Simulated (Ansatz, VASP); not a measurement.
**Cross-check of TiC between VASP and Ansatz**

Wanted: the spread between two codes on one cell, functional and k mesh. The cell is taken from a series of runs on this material, whose earlier steps may have relaxed, scaled, displaced or heated it; both programs get it as it stands.

Main program and level: Ansatz 0.2.0; plane waves, with VASP 6.6.1 beside it; elastic constants at LDA.

### Step 1. The structure

The structure is cubic, space group Fm-3m (No. 225). The conventional cell has a = 4.293 Å, b = 4.293 Å, c = 4.293 Å, α = 90.00°, β = 90.00°, γ = 90.00°. Nearest to Ti lie 6 C at 2.15 Å. C has 6 Ti at 2.15 Å nearest. Farther neighbours are not listed.

Structure file:

```cif
data_structure
_symmetry_space_group_name_H-M 'P 1'
_symmetry_Int_Tables_number 1
_cell_length_a 3.0359
_cell_length_b 3.0359
_cell_length_c 3.0359
_cell_angle_alpha 60.000
_cell_angle_beta 60.000
_cell_angle_gamma 60.000
_cell_volume 19.79
loop_
_atom_site_label
_atom_site_type_symbol
_atom_site_fract_x
_atom_site_fract_y
_atom_site_fract_z
_atom_site_occupancy
Ti1 Ti 0.00000 0.00000 0.00000 1
C2 C 0.50000 0.50000 0.50000 1
```

### Step 2. VASP: elastic constants, LDA

Elastic constants are differences of stresses under small strains, so they test the stress and the mesh.

Lines of VASP's logs that name or quote its potential files are left out, and so is its time.

INCAR reads:

```
SYSTEM = TiC
PREC = Accurate
ENCUT = 600
EDIFF = 1E-08
NELM = 120
ISMEAR = 1
SIGMA = 0.25
LREAL = .FALSE.
ALGO = Normal
GGA = PW92
NBANDS = 14
LASPH = .TRUE.
LORBIT = 11
LWAVE = .FALSE.
LCHARG = .FALSE.
ISIF = 3
IBRION = 6
NFREE = 2
POTIM = 0.015
NSW = 1
GGA_COMPAT = .FALSE.
KPAR = 2
```

POSCAR reads:

```
TiC
1.0
    0.0000000000      2.1467040447      2.1467040447
    2.1467040447      0.0000000000      2.1467040447
    2.1467040447      2.1467040447      0.0000000000
Ti C
1 1
Direct
    0.0000000000      0.0000000000      0.0000000000
    0.5000000000      0.5000000000      0.5000000000
```

KPOINTS reads:

```
Automatic mesh
0
Gamma
20 20 20
0 0 0
```

Potentials, in the order of the species: Ti_sv and C (LDA family, release 64).

Started as:

```sh
$ mpirun -np 2 vasp_std
```

Numbers of over 12 decimals in the logs are rounded to 6 here.

The log of the run:

```text
[banner, memory and clock lines left out]
running    2 mpi-ranks, on    1 nodes
 distrk:  each k-point on    1 cores,    2 groups
 distr:  one band on    1 cores,    1 groups

 POSCAR found type information on POSCAR TiC
 POSCAR found :  2 types and       2 ions
|                                                                             |
|               ----> ADVICE to this user running VASP <----                  |
|                                                                             |
|     You enforced a specific xc type in the INCAR file but a different       |
|     [... a line on the potential file left out ...]
|     I HOPE YOU KNOW WHAT YOU ARE DOING!                                     |
|                                                                             |

 LDA part: xc-table for (Slater(with rela. corr.)+PW92), standard interpolation
 POSCAR, INCAR and KPOINTS ok, starting setup
 FFT: planning ... GRIDC
 FFT: planning ... GRID_SOFT
 FFT: planning ... GRID
 WAVECAR not read
 entering main loop
       N       E                     dE             d eps       ncg     rms          rms(c)
DAV:   1     0.125754617558E+03    0.12575E+03   -0.88610E+03  7190   0.151E+03
DAV:   2    -0.173025564183E+02   -0.14306E+03   -0.13515E+03  7594   0.370E+02
DAV:   3    -0.256658429614E+02   -0.83633E+01   -0.81575E+01  9490   0.862E+01
DAV:   4    -0.260169814321E+02   -0.35114E+00   -0.35081E+00  8944   0.160E+01
DAV:   5    -0.260260045924E+02   -0.90232E-02   -0.90209E-02  9742   0.222E+00    0.185E+01
DAV:   6    -0.212300017472E+02    0.47960E+01   -0.13388E+01 10300   0.605E+01    0.705E+00
DAV:   7    -0.205831332574E+02    0.64687E+00   -0.23759E+00  8706   0.233E+01    0.517E+00
DAV:   8    -0.205526867060E+02    0.30447E-01   -0.11747E-01  7936   0.379E+00    0.357E+00
DAV:   9    -0.205326084822E+02    0.20078E-01   -0.11722E-01  8902   0.433E+00    0.662E-01
DAV:  10    -0.205322291498E+02    0.37933E-03   -0.11429E-02  9482   0.135E+00    0.650E-01
DAV:  11    -0.205299819706E+02    0.22472E-02   -0.48249E-03  7804   0.104E+00    0.199E-01
DAV:  12    -0.205299034940E+02    0.78477E-04   -0.31884E-04  8716   0.194E-01    0.507E-02
DAV:  13    -0.205298930987E+02    0.10395E-04   -0.44739E-05  8302   0.568E-02    0.107E-02
DAV:  14    -0.205298921944E+02    0.90433E-06   -0.26291E-06  8728   0.264E-02    0.494E-03
DAV:  15    -0.205298921522E+02    0.42168E-07   -0.29092E-07  8638   0.728E-03    0.168E-03
DAV:  16    -0.205298921322E+02    0.20045E-07   -0.82979E-08  8854   0.291E-03    0.721E-04
DAV:  17    -0.205298921303E+02    0.18642E-08   -0.38616E-09  4760   0.643E-04
   1 F= -.20529892E+02 E0= -.20530124E+02  d E =0.696171E-03
[... from here on, the cycles between the ionic steps are left out ...]
   2 F= -.20511981E+02 E0= -.20512222E+02  d E =0.721363E-03
   9 F= -.20527493E+02 E0= -.20527722E+02  d E =0.687140E-03
  10 F= -.20527493E+02 E0= -.20527722E+02  d E =0.687139E-03
  11 F= -.20527493E+02 E0= -.20527722E+02  d E =0.687132E-03
  12 F= -.20527493E+02 E0= -.20527722E+02  d E =0.687139E-03
  13 F= -.20527493E+02 E0= -.20527722E+02  d E =0.687137E-03
  14 F= -.20528775E+02 E0= -.20529007E+02  d E =0.696316E-03
  15 F= -.20528775E+02 E0= -.20529007E+02  d E =0.696315E-03
  16 F= -.20528776E+02 E0= -.20529008E+02  d E =0.696313E-03
 Finite differences progress:
  Degree of freedom:   8/  8
  Displacement:        1/  2
  Total:              15/ 16
 bond charge predicted
       N       E                     dE             d eps       ncg     rms          rms(c)
DAV:   1    -0.205301363913E+02   -0.13606E-02   -0.13758E+00 17960   0.689E+00    0.208E-01
DAV:   2    -0.205292207177E+02    0.91567E-03   -0.86276E-03 21056   0.749E-01    0.104E-01
DAV:   3    -0.205287660653E+02    0.45465E-03   -0.10612E-03 21436   0.267E-01    0.208E-02
DAV:   4    -0.205287772334E+02   -0.11168E-04   -0.13307E-04 19994   0.936E-02    0.171E-02
DAV:   5    -0.205287759027E+02    0.13306E-05   -0.17455E-06 23676   0.193E-02    0.605E-03
DAV:   6    -0.205287758158E+02    0.86926E-07   -0.69433E-07 23268   0.116E-02    0.262E-03
DAV:   7    -0.205287758234E+02   -0.75870E-08   -0.78756E-08 21466   0.327E-03
  17 F= -.20528776E+02 E0= -.20529008E+02  d E =0.696318E-03
 Finite differences progress:
  Degree of freedom:   8/  8
  Displacement:        2/  2
  Total:              16/ 16
```

OUTCAR, selected parts (step 2):

```text
ion  position               nearest neighbor table
   1  0.000  0.000  0.000-   2 2.15   2 2.15   2 2.15   2 2.15   2 2.15   2 2.15
   2  0.500  0.500  0.500-   1 2.15   1 2.15   1 2.15   1 2.15   1 2.15   1 2.15

  LATTYP: Found a face centered cubic cell.
 ALAT       =     4.2934080894

 Subroutine GETGRP returns: Found 48 space group operations
 (whereof 48 operations were pure point group operations)

The static configuration has the point symmetry O_h .

 Found    256 irreducible k-points:

   k-points           NKPTS =    256   k-points in BZ     NKDIM =    256   number of bands    NBANDS=     14

   dimension x,y,z NGX =    24 NGY =   24 NGZ =   24
   dimension x,y,z NGXF=    48 NGYF=   48 NGZF=   48

   ENCUT  =  600.0 eV  44.10 Ry    6.64 a.u.   6.06  6.06  6.06*2*pi/ulx,y,z

   NELECT =      16.0000    total number of electrons

 k-points in reciprocal lattice and weights: Automatic mesh
   0.00000000  0.00000000  0.00000000       0.000
   0.05000000  0.00000000  0.00000000       0.001
   0.10000000  0.00000000  0.00000000       0.001
   0.15000000  0.00000000  0.00000000       0.001
   0.20000000  0.00000000  0.00000000       0.001
   0.25000000  0.00000000  0.00000000       0.001
   0.30000000  0.00000000  0.00000000       0.001
   0.35000000  0.00000000  0.00000000       0.001
   0.40000000  0.00000000  0.00000000       0.001
[...]
-0.30000000  0.50000000  0.20000000       0.002
  -0.25000000  0.50000000  0.25000000       0.001

 average (electrostatic) potential at core
       1 -70.8242       2 -48.4515

 E-fermi :   9.5416

 k-point     1 :       0.0000    0.0000    0.0000
  band No.  band energies     occupation
      1     -46.2622      2.00000
      2     -22.6534      2.00000
      3     -22.6534      2.00000
      4     -22.6533      2.00000
      5      -2.7806      2.00000
      6      10.1765     -0.00194
      7      10.1765     -0.00194
      8      10.1848     -0.00166
      9      11.1540     -0.00000
     10      11.2773     -0.00000
    ...

 k-point     2 :       0.0500    0.0000    0.0000
  band No.  band energies     occupation
      1     -46.2601      2.00000
      2     -22.6678      2.00000
      3     -22.6547      2.00000
      4     -22.6547      2.00000
      5      -2.7215      2.00000
      6       9.8784     -0.06704
      7      10.0835     -0.00897
      8      10.0962     -0.00742
      9      10.6435     -0.00000
     10      10.6549     -0.00000
    ...

 k-point     3 :       0.1000    0.0000    0.0000
  band No.  band energies     occupation
    ...
      4     -22.6585      2.00000
      5      -2.5468      2.00000
      6       9.2435      2.07057
      7       9.5627      0.85748
      8       9.5732      0.78817
      9      10.5588     -0.00000
     10      10.5626     -0.00000
     11      11.7116     -0.00000
     12      12.9806     -0.00000
     13      12.9879     -0.00000
    ...

  Total       -0.7175296     -0.7258199     -0.7258199      0.0000000      0.0000000     -0.0000000
  in kB      -58.1037114    -58.7750362    -58.7750362      0.0000000      0.0000000     -0.0000000
  external PRESSURE =     -58.5512613 kB  Pullay stress =       0.0000000 kB

  energy-cutoff  :      600.00
  volume of cell :       19.79
      direct lattice vectors                 reciprocal lattice vectors
     0.000000000  2.146704045  2.146704045    -0.232915199  0.232915199  0.232915199
     2.146704045  0.000000000  2.146704045     0.232915199 -0.232915199  0.232915199
     2.146704045  2.146704045  0.000000000     0.232915199  0.232915199 -0.232915199

 POSITION                                       TOTAL-FORCE (eV/Angst)
 -----------------------------------------------------------------------------------
      0.00000      0.00000      0.00000        -0.148753      0.000000      0.000000
      2.13170      2.14670      2.14670         0.148753      0.000000      0.000000
 -----------------------------------------------------------------------------------
    total drift:                               -0.000055      0.000000      0.000000

  FREE ENERGIE OF THE ION-ELECTRON SYSTEM (eV)
  ---------------------------------------------------
  free  energy   TOTEN  =       -20.5287758234 eV

  energy  without entropy=      -20.5294721417  energy(sigma->0) =      -20.52900793

  SYMMETRIZED ELASTIC MODULI (kBar)
 Direction    XX          YY          ZZ          XY          YZ          ZX
 --------------------------------------------------------------------------------
 XX        5410.0142   1232.9399   1232.9399     -0.0000      0.0000      0.0000
 YY        1232.9399   5410.0142   1232.9399     -0.0000      0.0000      0.0000
 ZZ        1232.9399   1232.9399   5410.0142      0.0000     -0.0000      0.0000
 XY          -0.0000     -0.0000      0.0000   1732.0337      0.0000      0.0000
 YZ           0.0000      0.0000     -0.0000      0.0000   1732.0337      0.0000
 ZX           0.0000      0.0000      0.0000      0.0000      0.0000   1732.0337
 --------------------------------------------------------------------------------

 Eigenvectors and eigenvalues of the dynamical matrix
 ----------------------------------------------------

   1 f  =   15.889673 THz    99.837762 2PiTHz  530.022453 cm-1    65.714379 meV
             X         Y         Z           dx          dy          dz
      0.000000  0.000000  0.000000     0.447910   -0.000000   -0.000000
      2.146704  2.146704  2.146704    -0.894079    0.000000   -0.000000

   2 f  =   15.889673 THz    99.837762 2PiTHz  530.022453 cm-1    65.714379 meV
             X         Y         Z           dx          dy          dz
      0.000000  0.000000  0.000000    -0.000000   -0.447910    0.000000
      2.146704  2.146704  2.146704     0.000000    0.894079    0.000000

   3 f  =   15.889673 THz    99.837762 2PiTHz  530.022453 cm-1    65.714379 meV
             X         Y         Z           dx          dy          dz
      0.000000  0.000000  0.000000     0.000000    0.000000   -0.447910
      2.146704  2.146704  2.146704     0.000000   -0.000000    0.894079

   4 f/i=    0.001504 THz     0.009451 2PiTHz    0.050173 cm-1     0.006221 meV
             X         Y         Z           dx          dy          dz
      0.000000  0.000000  0.000000     0.177823    0.617857    0.621296
      2.146704  2.146704  2.146704     0.089085    0.309530    0.311253

   5 f/i=    0.001504 THz     0.009451 2PiTHz    0.050173 cm-1     0.006221 meV
             X         Y         Z           dx          dy          dz
      0.000000  0.000000  0.000000     0.867424   -0.034545   -0.213914
      2.146704  2.146704  2.146704     0.434557   -0.017306   -0.107165

   6 f/i=    0.001504 THz     0.009451 2PiTHz    0.050173 cm-1     0.006221 meV
             X         Y         Z           dx          dy          dz
      0.000000  0.000000  0.000000    -0.123821    0.645319   -0.606307
      2.146704  2.146704  2.146704    -0.062031    0.323288   -0.303744

 ELASTIC MODULI CONTR FROM IONIC RELAXATION (kBar)
 Direction    XX          YY          ZZ          XY          YZ          ZX
 --------------------------------------------------------------------------------
 XX           0.0000      0.0000      0.0000      0.0000      0.0000      0.0000
 YY           0.0000      0.0000      0.0000      0.0000      0.0000      0.0000
 ZZ           0.0000      0.0000      0.0000      0.0000      0.0000      0.0000
 XY           0.0000      0.0000      0.0000      0.0000      0.0000      0.0000
 YZ           0.0000      0.0000      0.0000      0.0000      0.0000      0.0000
 ZX           0.0000      0.0000      0.0000      0.0000      0.0000      0.0000
 --------------------------------------------------------------------------------

 TOTAL ELASTIC MODULI (kBar)
 Direction    XX          YY          ZZ          XY          YZ          ZX
 --------------------------------------------------------------------------------
 XX        5410.0142   1232.9399   1232.9399     -0.0000      0.0000      0.0000
 YY        1232.9399   5410.0142   1232.9399     -0.0000      0.0000      0.0000
 ZZ        1232.9399   1232.9399   5410.0142      0.0000     -0.0000      0.0000
 XY          -0.0000     -0.0000      0.0000   1732.0337      0.0000      0.0000
 YZ           0.0000      0.0000     -0.0000      0.0000   1732.0337      0.0000
 ZX           0.0000      0.0000      0.0000      0.0000      0.0000   1732.0337
 --------------------------------------------------------------------------------

 total charge
# of ion       s       p       d       tot
------------------------------------------
    1        2.207   6.263   2.015  10.485
    2        0.888   1.516   0.000   2.404
--------------------------------------------------
tot          3.095   7.780   2.015  12.889

[... 3 further parts left out ...]
```

The last energy, forces, stress and levels in OUTCAR belong to the last displaced cell, not to the cell of POSCAR.

Levels, forces or a CONTCAR printed for this step are those of its last displaced cell, not of the structure at rest.

(Continued in part 2 of 2.)

[Lines on the potential files, build, host, timing and source positions are cut from VASP's logs without a mark.]

[Logs are printed without paths, hosts, clocks, repeated set-up lines and the standing remarks that a program may print on its own settings, such as how far it seeks lower states.]

[Hosts, paths, dates, database ids (printed as entryN), source tags and the programs' standing remarks are cut or masked in the printed files.]
